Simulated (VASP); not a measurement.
Calculation: r2SCAN meta-GGA, VASP's PBE PAW potentials (set 64) (plane waves; VASP).

A VASP calculation is set up with these files.

POSCAR:
```
NiSi2
1
   -0.0000000000     2.6922786862     2.6922786862
    2.6922786862     0.0000000000     2.6922786862
    2.6922786862     2.6922786862    -0.0000000000
Si Ni
2 1
Direct
  0.2500000000   0.2500000000   0.2500000000
  0.7500000000   0.7500000000   0.7500000000
  0.0000000000   0.0000000000   0.0000000000
```

**KPOINTS**
```
Automatic mesh
0
Gamma
10 10 10
0 0 0
```

### INCAR
```
SYSTEM  =  NiSi2
PREC  =  Accurate; ENCUT  =  480; LREAL  =  .FALSE.
LASPH  =  .TRUE.
EDIFF  =  1E-7; NELM  =  100; ALGO  =  Normal
LMAXMIX  =  4; LMIXTAU  =  .TRUE.
ISMEAR  =  1; SIGMA  =  0.1
METAGGA  =  R2SCAN
ISIF  =  2
LWAVE  =  .FALSE.; LCHARG  =  .FALSE.
```

POTCAR, in this order: Si Ni (PBE.64 set). Program: vasp_std.

**Question.** What will the output report for the number of irreducible k-points (NKPTS), number of bands (NBANDS), largest plane-wave count, number of space-group operations, FFT grid (NGX, NGY, NGZ)?

**Answer.** 
```json
{
 "number of irreducible k-points (NKPTS)": "47",
 "number of bands (NBANDS)": "13",
 "largest_plane_wave_count": "951",
 "number_of_space_group_operations": "48",
 "FFT grid (NGX, NGY, NGZ)": "28 × 28 × 28"
}
```

The compound is NiSi2 in the fluorite structure. It was relaxed first. The run is not spin-polarised, so no magnetic state was tried.
